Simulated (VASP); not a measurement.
Here is the system:

```
BeS
1.0
    0.00000     2.42002     2.42002
    2.42002     0.00000     2.42002
    2.42002     2.42002     0.00000
Be S
1 1
Direct
  0.00000   0.00000   0.00000
  0.25000   0.25000   0.25000
```

Computed with PBEsol GGA, VASP's PBE PAW potentials (set 64) (plane waves; VASP). Numerical set-up: 500 eV cut-off, 9×9×9 Γ-centred mesh, Gaussian smearing of 0.050 eV, potentials Be S.

Question: Estimate the energy per atom (σ→0).

Answer: 
The energy per atom (σ→0) is -5.282 eV/atom.

Only differences to runs with the same potentials and settings are physical.

The structure was generated: BeS was put into the zinc blende type (F-43m), which need not be its known phase. It was relaxed first, which changed the volume by +13 %.
